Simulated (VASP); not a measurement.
# Ca2ZrN2 (Immm) in VASP: density of states with PBE

Aim: the density of states of Ca2ZrN2 with PBE.

All numbers are computed with VASP 6.6.1; they aren't measurements. Logs are shortened: lines on timing, memory, paths and dates and some standing lists are left out, and cuts for length are marked.

## 1. The structure

It takes space group Immm (No. 71, orthorhombic). The conventional cell has a = 3.293 Å, b = 5.125 Å, c = 10.313 Å, α = 90.00°, β = 90.00°, γ = 90.00°. Around Ca (site symmetry mm2) lie 4 N at 2.46 to 2.58 Å. Zr (site symmetry mmm) is surrounded by 4 N at 2.23 Å. N (site symmetry mm2) is surrounded by 2 Zr at 2.23 Å and 2 Ca at 2.46 Å.

The cell was built by a generator and needn't be a form met in nature.

## 2. Density of states, PBE

File POSCAR:

```
Ca2ZrN2                                 
1.0
   -1.6465501896      2.5623932406      5.1563603750
    1.6465501896     -2.5623932406      5.1563603750
    1.6465501896      2.5623932406     -5.1563603750
  Ca              Zr              N             
     2     1     2
Direct
     0.8221655630458570    0.3221655630458570    0.5000000000000000
     0.1778344369541430    0.6778344369541430    0.5000000000000000
     0.5000000000000000    0.0000000000000000    0.5000000000000000
     0.3548354320812251    0.3548354320812251    1.0000000000000000
     0.6451645679187749    0.6451645679187749    0.0000000000000000
```

File INCAR.step1:

```
  PREC = Accurate
  ENCUT = 520
  EDIFF = 1E-6
  ISMEAR = 0
  SIGMA = 0.1
  LREAL = False
  LASPH = True
  NELM = 100
  ALGO = Fast
  ISIF = 2
  LWAVE = False
  LCHARG = True
  LMAXMIX = 4
  GGA = PE
  KPAR = 8
```

File KPOINTS.step1:

```
Automatic mesh
0
Gamma
  10 10 10
```

File INCAR.step2:

```
  PREC = Accurate
  ENCUT = 520
  EDIFF = 1E-6
  ISMEAR = -5
  SIGMA = 0.1
  LREAL = False
  LASPH = True
  NELM = 100
  ALGO = Fast
  ISIF = 2
  LWAVE = False
  LCHARG = False
  LMAXMIX = 4
  GGA = PE
  LORBIT = 11
  KPAR = 8
  NEDOS = 1001
  ICHARG = 11
```

File KPOINTS.step2:

```
Automatic mesh
0
Gamma
  15 15 15
```

Potentials or basis: VASP PAW PBE potentials, release 64 (Ca_sv, Zr_sv, N).

Launch:

```
cat potpaw_PBE.64/Ca_sv/POTCAR potpaw_PBE.64/Zr_sv/POTCAR potpaw_PBE.64/N/POTCAR > POTCAR
cp INCAR.step1 INCAR
cp KPOINTS.step1 KPOINTS
mpirun -np 8 vasp_std > vasp.out
cp INCAR.step2 INCAR
cp KPOINTS.step2 KPOINTS
mpirun -np 8 vasp_std > vasp.out
```

OUTCAR:

```text
PREC = Accurate
   ENCUT = 520
   EDIFF = 1E-6
   ISMEAR = -5
   LREAL = False
   LASPH = True
   NELM = 100
   ISIF = 2
   GGA = PE
   LORBIT = 11
   ICHARG = 11

 ion  position               nearest neighbor table
   1  0.822  0.322  0.500-   5 2.46   5 2.46   3 3.32
   2  0.178  0.678  0.500-   4 2.46   4 2.46   3 3.32
   3  0.500  0.000  0.500-   5 2.23   4 2.23   5 2.23   4 2.23   2 3.32   1 3.32
   4  0.355  0.355  0.000-   3 2.23   3 2.23   2 2.46   2 2.46
   5  0.645  0.645  0.000-   3 2.23   3 2.23   1 2.46   1 2.46

  LATTYP: Found a body centered orthorhombic cell.
 ALAT       =     3.2931003792
 B/A-ratio  =     1.5562193347
 C/A-ratio  =     3.1316144552

  Lattice vectors:

 A1 = (  -1.6465501896,   2.5623932406,   5.1563603750)
 A2 = (   1.6465501896,  -2.5623932406,   5.1563603750)
 A3 = (   1.6465501896,   2.5623932406,  -5.1563603750)

Analysis of symmetry for initial positions (statically):
=====================================================================
 Subroutine PRICEL returns:
 Original cell was already a primitive cell.

 Routine SETGRP: Setting up the symmetry group for a
 body centered orthorhombic supercell.

 Subroutine GETGRP returns: Found  8 space group operations
 (whereof  8 operations were pure point group operations)
 out of a pool of  8 trial point group operations.

The static configuration has the point symmetry D_2h.

Analysis of symmetry for dynamics (positions and initial velocities):
=====================================================================
 Subroutine PRICEL returns:
 Original cell was already a primitive cell.

 Routine SETGRP: Setting up the symmetry group for a
 body centered orthorhombic supercell.

 Subroutine GETGRP returns: Found  8 space group operations
 (whereof  8 operations were pure point group operations)
 out of a pool of  8 trial point group operations.

The dynamic configuration has the point symmetry D_2h.

 Subroutine INISYM returns: Found  8 space group operations
 (whereof  8 operations are pure point group operations),
 and found     1 'primitive' translations

----------------------------------------------------------------------------------------

                                     Primitive cell

  volume of cell :      87.0210

  direct lattice vectors                    reciprocal lattice vectors
    -1.646550190  2.562393241  5.156360375     0.000000000  0.195130081  0.096967621
     1.646550190 -2.562393241  5.156360375     0.303665204  0.000000000  0.096967621
     1.646550190  2.562393241 -5.156360375     0.303665204  0.195130081  0.000000000

  length of vectors
     5.988742686  5.988742686  5.988742686     0.217895544  0.318771511  0.360954713

  position of ions in fractional coordinates (direct lattice)
     0.822165563  0.322165563  0.500000000
     0.177834437  0.677834437  0.500000000
     0.500000000  0.000000000  0.500000000
     0.354835432  0.354835432  0.000000000
     0.645164568  0.645164568  0.000000000

  ion indices of the primitive-cell ions
   primitive index   ion index
                 1           1
                 2           2
                 3           3
                 4           4
                 5           5

----------------------------------------------------------------------------------------

 KPOINTS: Automatic mesh

Automatic generation of k-mesh.
 Grid dimensions read from file:
 generate k-points for:   15   15   15

 Generating k-lattice:

  Cartesian coordinates                     Fractional coordinates (reciprocal lattice)
     0.000000000  0.013008672  0.006464508     0.066666667  0.000000000  0.000000000
     0.020244347  0.000000000  0.006464508    -0.000000000  0.066666667  0.000000000
     0.020244347  0.013008672  0.000000000    -0.000000000  0.000000000  0.066666667

  Length of vectors
     0.014526370  0.021251434  0.024063648

  Shift w.r.t. Gamma in fractional coordinates (k-lattice)
     0.000000000  0.000000000  0.000000000

 TETIRR: Found   8492 inequivalent tetrahedra from    20250

 Subroutine IBZKPT returns following result:
 ===========================================

 Found    512 irreducible k-points:

 Following reciprocal coordinates:
            Coordinates               Weight
  0.000000  0.000000  0.000000      1.000000
  0.066667  0.000000 -0.000000      4.000000
  0.133333  0.000000 -0.000000      4.000000
  0.200000  0.000000 -0.000000      4.000000
  0.266667  0.000000 -0.000000      4.000000
  0.333333  0.000000 -0.000000      4.000000
[... 16 lines left out ...]
 -0.066667  0.066667  0.000000      4.000000
  0.000000  0.133333  0.000000      4.000000
 [... further k-points ...]
   k-points           NKPTS =    512   k-points in BZ     NKDIM =    512   number of bands    NBANDS=     25
   number of dos      NEDOS =   1001   number of ions     NIONS =      5
   total plane-waves  NPLWV = 110592
   dimension x,y,z NGX =    48 NGY =   48 NGZ =   48
   dimension x,y,z NGXF=    96 NGYF=   96 NGZF=   96
   ions per type =               2   1   2
   NGX,Y,Z   is equivalent  to a cutoff of  13.32, 13.32, 13.32 a.u.
   NGXF,Y,Z  is equivalent  to a cutoff of  26.65, 26.65, 26.65 a.u.
 SYSTEM =  unknown system
   PREC   = accura    normal or accurate (medium, high low for compatibility)
   ISTART =      0    job   : 0-new  1-cont  2-samecut
   ICHARG =     11    charge: 1-file 2-atom 10-const
   ISPIN  =      1    spin polarized calculation?
   LNONCOLLINEAR =      F non collinear calculations
   LSORBIT =      F    spin-orbit coupling
   LASPH  =      T    aspherical Exc in radial PAW
   ENCUT  =  520.0 eV  38.22 Ry    6.18 a.u.  11.14 11.14 11.14*2*pi/ulx,y,z
   NELM   =    100;   NELMIN=  2; NELMDL=  0     # of ELM steps
   EDIFF  = 0.1E-05   stopping-criterion for ELM
   LREAL  =      F    real-space projection
   EDIFFG = 0.1E-04   stopping-criterion for IOM
   NSW    =      0    number of steps for IOM
   IBRION =     -1    ionic relax: 0-MD 1-quasi-New 2-CG
   NFREE  =      0    steps in history (QN), initial steepest desc. (CG)
   ISIF   =      2    stress and relaxation
   ISYM   =      2    0-nonsym 1-usesym 2-fastsym
   POTIM  = 0.5000    time-step for ionic-motion
   TEBEG  =    0.0;   TEEND  =   0.0 temperature during run
   PSTRESS=    0.0 pullay stress
   NELECT =      42.0000    total number of electrons
   NUPDOWN=      -1.0000    fix difference up-down
   EMIN   =  10.00;   EMAX   =-10.00  energy-range for DOS
   EFERMI =   0.00;   METHOD = LEGACY
   ISMEAR =    -5;   SIGMA  =   0.10  broadening in eV -4-tet -1-fermi 0-gaus
   EFERMI_NEDOS =   21; number of points for ismear=-14 and -15
   IALGO  =     68    algorithm
   IMIX   =      4    mixing-type and parameters
     AMIX     =   0.40;   BMIX     =  1.00
     AMIX_MAG =   1.60;   BMIX_MAG =  1.00
  volume/ion in A,a.u.               =      17.40       117.45
  Fermi-wavevector in a.u.,A,eV,Ry     =   1.284152  2.426696 22.436654  1.649048
  Thomas-Fermi vector in A             =   2.416363
   LORBIT       =     11    0 simple, 1 ext, 2 COOP (PROOUT), +10 PAW based schemes
   GGA     = PE    functional components
   LHFCALC =     F    Hartree Fock is set to
   AEXX    =    0.0000 exact exchange contribution
   IVDW    =     0    specifies the selected vdW correction
   LEPSILON=     F    determine dielectric tensor
   LRPA    =     F    only Hartree local field effects (RPA)
 non-spin polarized calculation
 RMM-DIIS sequential band-by-band and
 Fermi weights with tetrahedron method with Bloechl corrections
  energy-cutoff  :      520.00
  volume of cell :       87.02
 maximum number of plane-waves:      2368
 NGX is ok and might be reduce to    48

 number of electron      42.0000000 magnetization

 Free energy of the ion-electron system (eV)
  ---------------------------------------------------
  ext. energy  EPLUGINS =         0.00000000
  ---------------------------------------------------
  free energy    TOTEN  =       -34.36252367 eV

  energy without entropy =      -34.36252367  energy(sigma->0) =      -34.36252367

 E-fermi :   5.7626     XC(G=0): -10.2603

 val. band max:        5.7952158804   @ k =   0.4667   0.2000   0.0667
 cond. band min:       5.7487366900   @ k =   0.1333   0.3333   0.1333
 fundamental gap:     -0.0464791904
 Fermi energy:         5.7625965613

 k-point     1 :       0.0000    0.0000    0.0000
  band No.  band energies     occupation
      1     -43.3755      2.00000
      2     -34.8417      2.00000
      3     -34.7727      2.00000
      4     -21.5270      2.00000
      5     -21.5056      2.00000
      6     -21.1626      2.00000
[... 17 lines left out ...]
     24       7.9119      0.00000
     25       8.4437      0.00000

 k-point     2 :       0.0667    0.0000   -0.0000
  band No.  band energies     occupation
      1     -43.3755      2.00000
      2     -34.8409      2.00000
      3     -34.7735      2.00000
      4     -21.5270      2.00000
      5     -21.5057      2.00000
      6     -21.1626      2.00000
[... 17 lines left out ...]
     24       7.9175      0.00000
     25       8.7779      0.00000

 k-point     3 :       0.1333    0.0000   -0.0000
  band No.  band energies     occupation
      1     -43.3754      2.00000
      2     -34.8387      2.00000
      3     -34.7757      2.00000
      4     -21.5270      2.00000
      5     -21.5060      2.00000
      6     -21.1626      2.00000
[... 552 lines left out ...]
 k-point    23 :      -0.0667    0.0667    0.0000
  band No.  band energies     occupation
      1     -43.3738      2.00000
      2     -34.8385      2.00000
      3     -34.7722      2.00000
      4     -21.5218      2.00000
      5     -21.5036      2.00000
      6     -21.1873      2.00000
[... 17 lines left out ...]
     24       7.8877      0.00000
     25       8.3039      0.00000

 k-point    24 :       0.0000    0.1333    0.0000
  band No.  band energies     occupation
      1     -43.3691      2.00000
      2     -34.8317      2.00000
      3     -34.7686      2.00000
      4     -21.5066      2.00000
      5     -21.4977      2.00000
      6     -21.2565      2.00000
[... 17 lines left out ...]
     24       8.0505      0.00000
     25       8.3663      0.00000

 [... further k-points ...]

------------------------ aborting loop because EDIFF is reached ----------------------------------------

  FORCE on cell =-STRESS in cart. coord.  units (eV):
  Direction    XX          YY          ZZ          XY          YZ          ZX
  --------------------------------------------------------------------------------------
  -------------------------------------------------------------------------------------
  Total       -0.0262146     -0.1122092     -0.0370494     -0.0000000      0.0000000      0.0000000
  in kB       -0.4826481     -2.0659268     -0.6821309     -0.0000000      0.0000000      0.0000000
  external PRESSURE =      -1.0769019 kB  Pullay stress =       0.0000000 kB

 VOLUME and BASIS-vectors are now :
 -----------------------------------------------------------------------------
  energy-cutoff  :      520.00
  volume of cell :       87.02
      direct lattice vectors                 reciprocal lattice vectors
    -1.646550190  2.562393241  5.156360375     0.000000000  0.195130081  0.096967621
     1.646550190 -2.562393241  5.156360375     0.303665204  0.000000000  0.096967621
     1.646550190  2.562393241 -5.156360375     0.303665204  0.195130081  0.000000000

 POSITION                                       TOTAL-FORCE (eV/Angst)
 -----------------------------------------------------------------------------------
      0.00000      2.56239      3.32240         0.000000      0.000000      0.030620
      1.64655      0.00000      1.83396        -0.000000     -0.000000     -0.030620
      0.00000      2.56239      0.00000         0.000000     -0.000000     -0.000000
      0.00000      0.00000      3.65932         0.000000     -0.000000      0.015004
      0.00000      0.00000      6.65340         0.000000     -0.000000     -0.015004
 -----------------------------------------------------------------------------------
    total drift:                                0.000000      0.000000     -0.000000

  FREE ENERGIE OF THE ION-ELECTRON SYSTEM (eV)
  ---------------------------------------------------
  free  energy   TOTEN  =       -34.3625236694 eV

  energy  without entropy=      -34.3625236694  energy(sigma->0) =      -34.36252367

 total charge

# of ion       s       p       d       tot
------------------------------------------
    1        2.053   5.869   0.298   8.219
    2        2.053   5.869   0.298   8.219
    3        2.196   6.020   1.522   9.737
    4        1.252   2.400   0.000   3.652
    5        1.252   2.400   0.000   3.652
--------------------------------------------------
tot          8.804  22.558   2.118  33.480
```

It took 7.4 min on 8 MPI ranks of Intel Xeon 6975P-C (Granite Rapids), shared host; peak memory 1.2 GiB.

What came out:

- Valence electrons inside the program's atomic spheres: Ca 8.22; Zr 9.74; N 3.65

States per cell in windows of 1 eV (zero at the Fermi level; states under -8 eV left out):
| from (eV) | total | Zr3_d | N4_p | N5_p | Ca1_d | Ca2_d | Zr3_p |
| --- | --- | --- | --- | --- | --- | --- | --- |
| -8.0 | 0.00 | 0.00 | 0.00 | 0.00 | 0.00 | 0.00 | 0.00 |
| -7.0 | 0.00 | 0.00 | 0.00 | 0.00 | 0.00 | 0.00 | 0.00 |
| -6.0 | 0.00 | 0.00 | 0.00 | 0.00 | 0.00 | 0.00 | 0.00 |
| -5.0 | 2.29 | 0.23 | 0.37 | 0.37 | 0.03 | 0.03 | 0.01 |
| -4.0 | 5.38 | 0.65 | 1.00 | 1.00 | 0.08 | 0.08 | 0.05 |
| -3.0 | 3.63 | 0.16 | 0.76 | 0.76 | 0.09 | 0.09 | 0.08 |
| -2.0 | 2.06 | 0.20 | 0.34 | 0.34 | 0.05 | 0.05 | 0.03 |
| -1.0 | 1.10 | 0.24 | 0.02 | 0.02 | 0.05 | 0.05 | 0.01 |
| 0.0 | 2.41 | 0.62 | 0.06 | 0.06 | 0.21 | 0.21 | 0.01 |
| 1.0 | 2.85 | 0.74 | 0.10 | 0.10 | 0.29 | 0.29 | 0.02 |
| 2.0 | 2.26 | 0.72 | 0.09 | 0.09 | 0.20 | 0.20 | 0.01 |
| 3.0 | 0.56 | 0.09 | 0.03 | 0.03 | 0.09 | 0.09 | 0.00 |
| 4.0 | 0.00 | 0.00 | 0.00 | 0.00 | 0.00 | 0.00 | 0.00 |
| 5.0 | 0.00 | 0.00 | 0.00 | 0.00 | 0.00 | 0.00 | 0.00 |

Caveat: tetrahedron occupations give inexact forces and stress in metals.
